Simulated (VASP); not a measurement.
Here is the system:

```xyz
2
Lattice="0.0000 1.7867 1.7867 1.7867 0.0000 1.7867 1.7867 1.7867 0.0000" Properties=species:S:1:pos:R:3 pbc="T T T"
C      0.0000     0.0000     0.0000
C      0.8934     0.8934     0.8934
```

Method: HSE06 screened hybrid, VASP's PBE PAW potentials (set 64) (plane waves; VASP). Settings: 520 eV cut-off, 10×10×10 Γ-centred mesh, Gaussian smearing of 0.050 eV, potentials C.

The path is coarsely sampled, so an indirect gap can come out somewhat too large.

Task: Give the energies of bands 2 to 7 at the high-symmetry points, in eV from the valence-band maximum.

Result: 
| band | Γ | X | U | L | W |
|---|---|---|---|---|---|
| 2 | 0.00 | -14.04 | -12.90 | -14.56 | -13.21 |
| 3 | 0.00 | -6.84 | -10.06 | -3.05 | -8.99 |
| 4 | 0.00 | -6.84 | -5.83 | -3.05 | -8.99 |
| 5 | 6.97 | 5.92 | 6.90 | 10.02 | 12.16 |
| 6 | 6.97 | 5.92 | 12.35 | 10.02 | 12.16 |
| 7 | 6.97 | 19.15 | 16.49 | 10.28 | 14.20 |

The gap is indirect, 5.29 eV, from the valence maximum at Γ to the conduction minimum at Γ-X at 0.75.

The compound is C in the diamond structure. It was relaxed first. The cell's shape comes from a PBE relaxation.
